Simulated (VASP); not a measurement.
Method: r2SCAN meta-GGA, VASP's PBE PAW potentials (set 64) (plane waves; VASP).

VASP ran on this input.

### INCAR
```
ALGO = Normal
EDIFF = 1E-7
EDIFFG = -0.01
ENCUT = 520
IBRION = 2
ISIF = 4
ISMEAR = 1
LASPH = T
LCHARG = F
LMAXMIX = 4
LMIXTAU = T
LREAL = F
LWAVE = F
METAGGA = R2SCAN
NELM = 100
NSW = 30
PREC = Accurate
SIGMA = 0.1
SYSTEM = TiAl
```

KPOINTS:
```
Automatic mesh
0
Gamma
13 13 9
0 0 0
```

### POSCAR
```
TiAl
1
    2.8716134159     0.0000000000     0.0000000000
    0.0000000000     2.8716134159     0.0000000000
    0.0000000000     0.0000000000     4.1322643318
Ti Al
1 1
Direct
  0.0000000000   0.0000000000   0.0000000000
  0.5000000000   0.5000000000   0.5000000000
```

POTCAR, in this order: Ti_sv Al (PBE.64 set). Program: vasp_std.

**Question.** Estimate the energy per atom (σ→0), pressure, band gap (on the k-mesh).

**Answer.** 
- energy per atom (σ→0) = -10275 meV/atom
- band gap (on the k-mesh) = none (metal, semimetal or under 0.01 eV)
- pressure = -6.35 GPa

File OSZICAR:
```
...
DAV:  14    -0.205492356093E+02   -0.90753E-04   -0.37913E-04  3175   0.276E-01    0.245E-02
DAV:  15    -0.205492618722E+02   -0.26263E-04   -0.10053E-04  3503   0.119E-01    0.161E-02
DAV:  16    -0.205492642057E+02   -0.23334E-05   -0.23245E-05  3364   0.656E-02    0.942E-03
DAV:  17    -0.205492707973E+02   -0.65917E-05   -0.89850E-06  3931   0.349E-02    0.224E-03
DAV:  18    -0.205492699898E+02    0.80751E-06   -0.76383E-07  3627   0.103E-02    0.191E-03
DAV:  19    -0.205492708290E+02   -0.83914E-06   -0.10044E-06  3152   0.150E-02    0.536E-04
DAV:  20    -0.205492708991E+02   -0.70116E-07   -0.44762E-08  1675   0.287E-03
   1 F= -.20549271E+02 E0= -.20549206E+02  d E =-.205493E+02
```

The compound is TiAl in the L1_0 structure. This cell is one point of a volume scan, at 1.06 of the reference volume. The electron count is odd and the run is not spin-polarised, which forces a metal.
